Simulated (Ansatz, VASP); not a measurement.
**InSbN2 in two plane-wave programs**

Aim: how closely do two programs agree when they are given the same cell, functional and k mesh? The cell is invented: As first built, before any earlier steps moved the atoms (in the runner's words): it takes the InGaN2 structure with some of its atoms replaced by other elements, volume scaled by an estimate. It may not be a known or stable phase. The cell is taken from a series of VASP runs on this material, whose earlier steps may have relaxed, scaled or displaced it; both programs get it as it stands. Valence electrons are named where the data sets of a main pair hold unlike numbers.

Calculated with Ansatz 0.2.0; plane waves, with VASP 6.6.1 beside it; relaxation of cell and atoms at LDA.

### 1. Set-up

It takes space group P3m1 (No. 156, trigonal). Conventional cell: a = 3.801 Å, b = 3.801 Å, c = 5.165 Å, α = 90.00°, β = 90.00°, γ = 120.00°. Nearest to Sb lie 4 N at 2.13 to 2.21 Å. Nearest to In lie 4 N at 2.25 to 2.26 Å. Nearest to N lie 1 Sb at 2.13 Å and 3 In at 2.26 Å. Nearest to N lie 3 Sb at 2.21 Å and 1 In at 2.25 Å. As first built, before any earlier steps moved the atoms (in the runner's words): sites of the InGaN2 structure (space group 156) filled with other elements, volume scaled by an estimate. Farther neighbours and most contacts between anions are not listed.

Structure file:

```xyz
4
Lattice="3.8009 0.0000 0.0000 -1.9004 3.2917 0.0000 0.0000 0.0000 5.1650" Properties=species:S:1:pos:R:3 pbc="T T T"
Sb    1.9004    1.0972    2.7368
In    0.0000    0.0000    0.0756
N     1.9004    1.0972    0.6118
N     0.0000    0.0000    2.9887
```

### 2. VASP: relaxation of cell and atoms, LDA

The relaxed volume is the usual yardstick between codes: in a stiff, nearly cubic crystal its relative difference is about their pressure difference at one cell divided by the bulk modulus.

Lines of VASP's logs that name or quote its potential files are left out, and so is its time.

File INCAR:

```
SYSTEM = InSbN2
PREC = Accurate
ENCUT = 520
EDIFF = 1E-06
NELM = 100
ISMEAR = 0
SIGMA = 0.05
LREAL = .FALSE.
ALGO = Normal
GGA = CA
NBANDS = 20
LORBIT = 11
LWAVE = .FALSE.
LCHARG = .FALSE.
KPAR = 2
IBRION = 2
NSW = 60
ISIF = 3
EDIFFG = -0.01
```

File POSCAR:

```
InSbN2
1.0
    3.8008984152      0.0000000000      0.0000000000
   -1.9004492076      3.2916735685      0.0000000000
    0.0000000000      0.0000000000      5.1649869676
Sb In N
1 1 2
Direct
    0.6666666700      0.3333333300      0.5298732512
    0.0000000000      0.0000000000      0.0146285305
    0.6666666700      0.3333333300      0.1184423622
    0.0000000000      0.0000000000      0.5786548561
```

File KPOINTS:

```
Automatic mesh
0
Gamma
6 6 4
0 0 0
```

Potentials, in the order of the species: Sb, In_d and N (LDA family, release 64).

Command:

```sh
$ mpirun -np 2 vasp_std
```

Numbers of over 12 decimals in the logs are rounded to 6 here.

Output:

```text
[banner, memory and clock lines left out]
running    2 mpi-ranks, on    1 nodes
 distrk:  each k-point on    1 cores,    2 groups
 distr:  one band on    1 cores,    1 groups

 POSCAR found type information on POSCAR SbInN
 POSCAR found :  3 types and       4 ions
 LDA part: xc-table for (Slater(with rela. corr.)+CA(PZ))
 , standard interpolation
 POSCAR, INCAR and KPOINTS ok, starting setup
 FFT: planning ... GRIDC
 FFT: planning ... GRID_SOFT
 FFT: planning ... GRID
 WAVECAR not read
 entering main loop
       N       E                     dE             d eps       ncg     rms          rms(c)
DAV:   1     0.237598850343E+03    0.23760E+03   -0.12696E+04   960   0.154E+03
DAV:   2     0.124669119919E+01   -0.23635E+03   -0.22596E+03  1108   0.380E+02
DAV:   3    -0.271658973878E+02   -0.28413E+02   -0.27518E+02  1176   0.126E+02
DAV:   4    -0.285542416443E+02   -0.13883E+01   -0.13740E+01  1164   0.286E+01
DAV:   5    -0.286078283358E+02   -0.53587E-01   -0.53504E-01  1352   0.559E+00    0.127E+01
DAV:   6    -0.247823224608E+02    0.38255E+01   -0.23657E+01  1436   0.475E+01    0.871E+00
DAV:   7    -0.246009291650E+02    0.18139E+00   -0.18709E+00  1092   0.124E+01    0.296E+00
DAV:   8    -0.245616008044E+02    0.39328E-01   -0.32719E-01  1252   0.413E+00    0.927E-01
DAV:   9    -0.245446097823E+02    0.16991E-01   -0.39012E-02  1492   0.235E+00    0.387E-01
DAV:  10    -0.245434929107E+02    0.11169E-02   -0.49415E-03  1180   0.558E-01    0.193E-01
DAV:  11    -0.245433466094E+02    0.14630E-03   -0.32232E-03  1284   0.486E-01    0.904E-02
DAV:  12    -0.245432903949E+02    0.56214E-04   -0.20873E-04  1276   0.137E-01    0.661E-02
DAV:  13    -0.245432672065E+02    0.23188E-04   -0.87696E-05  1300   0.936E-02    0.150E-02
DAV:  14    -0.245432652099E+02    0.19966E-05   -0.28754E-05  1368   0.428E-02    0.112E-02
DAV:  15    -0.245432651842E+02    0.25702E-07   -0.10824E-06   736   0.854E-03
   1 F= -.24543265E+02 E0= -.24542813E+02  d E =-.245433E+02
[... from here on, the cycles between the ionic steps are left out ...]
   2 F= -.24543992E+02 E0= -.24543541E+02  d E =-.727047E-03
   3 F= -.24544009E+02 E0= -.24543558E+02  d E =-.744237E-03
   4 F= -.24544350E+02 E0= -.24543899E+02  d E =-.340925E-03
   5 F= -.24544376E+02 E0= -.24543924E+02  d E =-.366659E-03
   6 F= -.24544558E+02 E0= -.24544107E+02  d E =-.182150E-03
   7 F= -.24544602E+02 E0= -.24544150E+02  d E =-.225830E-03
   8 F= -.24544647E+02 E0= -.24544195E+02  d E =-.450844E-04
 trial-energy change:   -0.000045  1 .order   -0.000045   -0.000123    0.000034
 step:   0.9722(harm=  0.9722)  dis= 0.00163  next Energy=   -24.544650 (dE=-0.485E-04)
 bond charge predicted
       N       E                     dE             d eps       ncg     rms          rms(c)
DAV:   1    -0.245446465820E+02    0.84085E-06   -0.23880E-03   984   0.379E-01    0.179E-02
DAV:   2    -0.245446510320E+02   -0.44500E-05   -0.75565E-05  1160   0.721E-02    0.524E-03
DAV:   3    -0.245446507143E+02    0.31773E-06   -0.39556E-06  1016   0.323E-02
   9 F= -.24544651E+02 E0= -.24544199E+02  d E =-.488035E-04
 curvature:  -0.83 expect dE=-0.369E-05 dE for cont linesearch -0.913E-07
 trial: gam= 0.03260 g(F)=  0.439E-05 g(S)=  0.724E-07 ort =-0.433E-05 (trialstep = 0.119E+01)
 search vector abs. value=  0.436E-05
 reached required accuracy - stopping structural energy minimisation
```

Parts of OUTCAR (step 2):

```text
ion  position               nearest neighbor table
   1  0.667  0.333  0.530-   3 2.13   4 2.21   4 2.21   4 2.21   2 3.33   2 3.33   2 3.33   2 3.45
                             2 3.45   2 3.45
   2  0.000  0.000  0.015-   4 2.25   3 2.26   3 2.26   3 2.26   1 3.33   1 3.33   1 3.33   1 3.45
                             1 3.45   1 3.45
   3  0.667  0.333  0.118-   1 2.13   2 2.26   2 2.26   2 2.26
   4  0.000  0.000  0.579-   1 2.21   1 2.21   1 2.21   2 2.25

  LATTYP: Found a hexagonal cell.
 ALAT       =     3.8008984152
 C/A-ratio  =     1.3588858221

 Subroutine GETGRP returns: Found  6 space group operations
 (whereof  6 operations were pure point group operations)

The static configuration has the point symmetry C_3v.

 Found     24 irreducible k-points:

   k-points           NKPTS =     24   k-points in BZ     NKDIM =     24   number of bands    NBANDS=     20

   dimension x,y,z NGX =    28 NGY =   28 NGZ =   40
   dimension x,y,z NGXF=    56 NGYF=   56 NGZF=   80

   ENCUT  =  520.0 eV  38.22 Ry    6.18 a.u.   7.07  7.07  9.60*2*pi/ulx,y,z

   NELECT =      28.0000    total number of electrons

 k-points in reciprocal lattice and weights: Automatic mesh
   0.00000000  0.00000000  0.00000000       0.007
   0.16666667  0.00000000  0.00000000       0.042
   0.33333333  0.00000000  0.00000000       0.042
   0.50000000  0.00000000  0.00000000       0.021
   0.16666667  0.16666667  0.00000000       0.042
   0.33333333  0.16666667  0.00000000       0.083
   0.33333333  0.33333333  0.00000000       0.014
   0.00000000  0.00000000  0.25000000       0.014
   0.16666667  0.00000000  0.25000000       0.042
[...]
0.33333333  0.16666667  0.50000000       0.083
   0.33333333  0.33333333  0.50000000       0.014

 average (electrostatic) potential at core
       1 -85.9642       2 -92.9917       3 -60.8950       4 -60.7611

 E-fermi :   8.2333

 k-point     1 :       0.0000    0.0000    0.0000
  band No.  band energies     occupation
    ...
     11       3.7848      2.00000
     12       5.5657      2.00000
     13       5.6730      2.00000
     14       5.6730      2.00000
     15       6.9307      2.00000
     16      11.0834      0.00000
     17      11.0834      0.00000
     18      13.1015      0.00000
     19      14.6986      0.00000
     20      14.6986      0.00000

 k-point     2 :       0.1667    0.0000    0.0000
  band No.  band energies     occupation
    ...
     11       3.8084      2.00000
     12       5.3690      2.00000
     13       5.5079      2.00000
     14       6.0565      2.00000
     15       8.0497      2.00000
     16      10.4675      0.00000
     17      11.8227      0.00000
     18      12.8816      0.00000
     19      13.6551      0.00000
     20      14.9698      0.00000

 k-point     3 :       0.3333    0.0000    0.0000
  band No.  band energies     occupation
    ...
     10       2.4486      2.00000
     11       2.7349      2.00000
     12       4.7085      2.00000
     13       5.1425      2.00000
     14       6.7501      2.00000
     15       9.1168      0.00000
     16      10.7975      0.00000
     17      11.9781      0.00000
     18      13.1146      0.00000
     19      13.3378      0.00000
    ...

  Total        0.0016696      0.0016696      0.0006566     -0.0000000      0.0000000     -0.0000000
  in kB        0.0413716      0.0413715      0.0162711     -0.0000000      0.0000000     -0.0000000
  external PRESSURE =       0.0330047 kB  Pullay stress =       0.0000000 kB

  energy-cutoff  :      520.00
  volume of cell :       64.66
      direct lattice vectors                 reciprocal lattice vectors
     3.792256544  0.000000000 -0.000000000     0.263695240  0.152244565  0.000000000
    -1.896128272  3.284189495  0.000000000    -0.000000000  0.304489129  0.000000000
    -0.000000000 -0.000000000  5.191464367     0.000000000 -0.000000000  0.192623878

 POSITION                                       TOTAL-FORCE (eV/Angst)
 -----------------------------------------------------------------------------------
      1.89613      1.09473      2.74122         0.000000      0.000000     -0.001387
     -0.00000     -0.00000      0.06877        -0.000000     -0.000000      0.003845
      1.89613      1.09473      0.62586         0.000000      0.000000     -0.007200
     -0.00000     -0.00000      3.00986        -0.000000     -0.000000      0.004742
 -----------------------------------------------------------------------------------
    total drift:                               -0.000014      0.000025     -0.000646

  FREE ENERGIE OF THE ION-ELECTRON SYSTEM (eV)
  ---------------------------------------------------
  free  energy   TOTEN  =       -24.5446507143 eV

  energy  without entropy=      -24.5437473063  energy(sigma->0) =      -24.54419901

 reached required accuracy - stopping structural energy minimisation

 total charge
# of ion       s       p       d       tot
------------------------------------------
    1        1.249   1.044   0.114   2.407
    2        0.779   0.651   9.955  11.384
    3        1.256   2.317   0.000   3.573
    4        1.332   2.269   0.000   3.601
--------------------------------------------------
tot          4.616   6.280  10.069  20.965

[... 3 further parts left out ...]
```

The k-mesh is coarse for a metal. The run keeps the 6 symmetry operations of its start, so it cannot find a distortion of lower symmetry.

[end of part 1 of 2]

[Lines on the potential files, build, host, timing and source positions are cut from VASP's logs without a mark.]

[Logs are printed without paths, hosts, clocks, repeated set-up lines and the standing remarks that a program may print on its own settings, such as how far it seeks lower states.]

[Hosts, paths, dates, database ids (printed as entryN), source tags and the programs' standing remarks are cut or masked in the printed files.]
